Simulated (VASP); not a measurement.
An input for Quantum ESPRESSO's pw.x (written as the equivalent of a VASP run, and not itself run):

```
&CONTROL
  calculation = 'scf'
  pseudo_dir = './pseudo'
  outdir = './out'
  tprnfor = .true.
  tstress = .true.
/
&SYSTEM
  ibrav = 0
  nat = 3
  ntyp = 2
  ecutwfc = 84
  occupations = 'tetrahedra'
  input_dft = 'vdw-df-cx'
/
&ELECTRONS
  conv_thr = 7.3e-09
  electron_maxstep = 100
/
ATOMIC_SPECIES
  Mg 24.305 Mg.upf
  Si 28.085 Si.upf
CELL_PARAMETERS angstrom
     0.0000000    3.1731846    3.1731846
     3.1731846    0.0000000    3.1731846
     3.1731846    3.1731846   -0.0000000
ATOMIC_POSITIONS crystal
  Mg   0.2500000  0.2500000  0.2500000
  Mg   0.7500000  0.7500000  0.7500000
  Si   0.0000000  1.0000000  1.0000000
K_POINTS automatic
  7 7 7 0 0 0
```

Translate this input to VASP (INCAR, KPOINTS, POSCAR, choice of POTCAR).

Several could match; the one computed here: 
**POSCAR**
```
Mg2Si
1
    0.0000000000     3.1731846011     3.1731846011
    3.1731846011     0.0000000000     3.1731846011
    3.1731846011     3.1731846011    -0.0000000000
Mg Si
2 1
Direct
  0.2500000000   0.2500000000   0.2500000000
  0.7500000000   0.7500000000   0.7500000000
  0.0000000000   1.0000000000   1.0000000000
```

INCAR:
```
SYSTEM = Mg2Si
PREC = Accurate; ENCUT = 520; LREAL = .FALSE.
LASPH = .TRUE.
EDIFF = 1E-7; NELM = 100; ALGO = Normal
ISMEAR = -5
GGA = CX; LUSE_VDW = .TRUE.; AGGAC = 0.0
ISIF = 2
LWAVE = .FALSE.; LCHARG = .TRUE.; LORBIT = 11
NEDOS = 601
LEFG = .TRUE.
```

**KPOINTS**
```
Automatic mesh
0
Gamma
 7 7 7
0 0 0
```

POTCAR, in this order: Mg Si (PBE.64 set). Program: vasp_std.

What does not carry over: the potentials are each code's own (VASP's PAW set, PseudoDojo norm-conserving files in pw.x), so ENCUT and ecutwfc are chosen apart and not converted; conv_thr bounds pw.x's estimated SCF error, while EDIFF bounds the energy change between steps; the field gradients of LEFG aren't asked of the other code.

The compound is Mg2Si in the antifluorite structure. It was relaxed first.
